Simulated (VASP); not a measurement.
A convergence study with VASP on BaTiO3 (cubic perovskite): a few settings are varied, all else stays as given below, so the limit is that of these other settings. The cell's lengths are 1 % over those of the tabulated start and one atom is moved, so it is off equilibrium.

```
CELL_PARAMETERS angstrom
      4.04000     0.00000     0.00000
      0.00000     4.04000     0.00000
      0.00000     0.00000     4.04000
ATOMIC_POSITIONS crystal
  Ba 0.00000 0.00000 0.00000
  Ti 0.50000 0.50000 0.50000
  O  0.50000 0.00000 0.50000
  O  0.00000 0.50000 0.50000
  O  0.51500 0.50000 0.00000
```

The numbers are results of LDA (Ceperley-Alder, Perdew-Zunger), VASP's LDA PAW potentials (set 64) (plane waves; VASP 6.6.1), not measurements. The last row used: LREAL = Auto, 700 eV cut-off, 4×4×4 Γ-centred mesh, Gaussian smearing of 0.050 eV, potentials Ba_sv Ti_sv O.

Unless said otherwise, spin-orbit coupling is left out, though it shifts the bands of the heavy elements here. Gaps are read on the run's mesh, which can miss a band edge.

| setting | E (eV/atom) | pressure (GPa) | largest force (eV/Å) | gap on the mesh (eV) | plane waves |
|---|---|---|---|---|---|
| ENCUT = 400, LREAL = .FALSE., PREC = Normal | ? | ? | ? | 1.590 | 1222 |
| ENCUT = 500, LREAL = .FALSE., PREC = Normal | -8.7959 | -11.12 | 0.293 | 1.584 | 1743 |
| ENCUT = 600, LREAL = .FALSE., PREC = Normal | -8.7970 | -11.22 | 0.294 | 1.585 | 2272 |
| ENCUT = 700, LREAL = .FALSE., PREC = Normal | -8.7990 | -11.26 | 0.293 | 1.585 | 2800 |
| ENCUT = 400, LREAL = .FALSE., PREC = Accurate | -8.8067 | -15.58 | 0.296 | 1.590 | 1222 |
| ENCUT = 500, LREAL = .FALSE., PREC = Accurate | -8.7959 | -11.13 | 0.293 | 1.584 | 1743 |
| ENCUT = 600, LREAL = .FALSE., PREC = Accurate | -8.7970 | -11.22 | 0.294 | 1.585 | 2272 |
| ENCUT = 700, LREAL = .FALSE., PREC = Accurate | -8.7990 | ? | 0.294 | 1.585 | 2800 |
| ENCUT = 400, LREAL = Auto, PREC = Normal | -8.8072 | -15.40 | 0.291 | 1.590 | 1222 |
| ENCUT = 500, LREAL = Auto, PREC = Normal | -8.7961 | -11.14 | 0.329 | 1.584 | 1743 |
| ENCUT = 600, LREAL = Auto, PREC = Normal | -8.7973 | -11.11 | 0.290 | 1.585 | 2272 |
| ENCUT = 700, LREAL = Auto, PREC = Normal | -8.7985 | -11.15 | 0.285 | 1.585 | 2800 |
| ENCUT = 400, LREAL = Auto, PREC = Accurate | -8.8068 | -15.57 | 0.296 | 1.590 | 1222 |
| ENCUT = 500, LREAL = Auto, PREC = Accurate | -8.7965 | -11.08 | 0.293 | 1.584 | 1743 |
| ENCUT = 600, LREAL = Auto, PREC = Accurate | -8.7971 | -11.18 | 0.292 | 1.585 | 2272 |
| ENCUT = 700, LREAL = Auto, PREC = Accurate | -8.7991 | -11.22 | 0.292 | 1.585 | 2800 |

Fill in the missing entries.

- ENCUT = 700, LREAL = .FALSE., PREC = Accurate, pressure (GPa): -11.25
- ENCUT = 400, LREAL = .FALSE., PREC = Normal, E (eV/atom): -8.8081
- ENCUT = 400, LREAL = .FALSE., PREC = Normal, pressure (GPa): -15.50
- ENCUT = 400, LREAL = .FALSE., PREC = Normal, largest force (eV/Å): 0.295

Left out are rungs that failed or repeat a setting and relaxations that didn't move; long series are thinned to 24 rows.

The compound is BaTiO3 in the cubic perovskite structure, the ideal cubic form; the compound distorts at low or room temperature. The cell was not relaxed at this level, it is distorted from the ideal structure.
